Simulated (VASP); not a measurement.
Data:

```yaml
crystal:
  lattice:
    - [0.00000, 2.96352, 2.96352]
    - [2.96352, 0.00000, 2.96352]
    - [2.96352, 2.96352, 0.00000]
  atoms:
    - { symbol: Pb, position: [0.00000, 0.00000, 0.00000] }
    - { symbol: S, position: [0.50000, 0.50000, 0.50000] }
```

These are TPSS meta-GGA, VASP's PBE PAW potentials (set 64) (plane waves; VASP) values and carry that method's errors. Run with 520 eV cut-off, 8×8×8 Γ-centred mesh, Gaussian smearing of 0.050 eV, potentials Pb_d S.

**Question.** Give the stress tensor in GPa (positive for a compressed cell).

**Answer.** 
```
1.87  0.00  0.00
0.00  1.87  0.00
0.00  0.00  1.87
```
The pressure is its mean diagonal, 1.87 GPa.

The compound is PbS in the rock salt structure. This cell is one point of a volume scan, at 0.97 of the reference volume.
